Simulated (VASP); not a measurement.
Here is the system:

```
CELL_PARAMETERS angstrom
      1.76014    -3.04865     0.00000
      1.76014     3.04865     0.00000
      0.00000     0.00000     5.43201
ATOMIC_POSITIONS crystal
  Tm 0.33333 0.66667 0.25000
  Tm 0.66667 0.33333 0.75000
```

All values below come from rev-vdW-DF2, VASP's PBE PAW potentials (set 64) (plane waves; VASP). Settings: 520 eV cut-off, Gaussian smearing of 0.050 eV, potentials Tm_3.

The 4f electrons are frozen in the core of the lanthanide potential, so 4f levels, which can set the real gap, and their magnetism are missing.

### Question
Estimate the band gap (along the path) with the smallest direct gap where there is one.

### Answer

The band gap (along the path) is none (metal, semimetal or under 0.01 eV).

Only differences to runs with the same potentials and settings are physical.

The compound is Tm in the hcp structure. It was relaxed first.
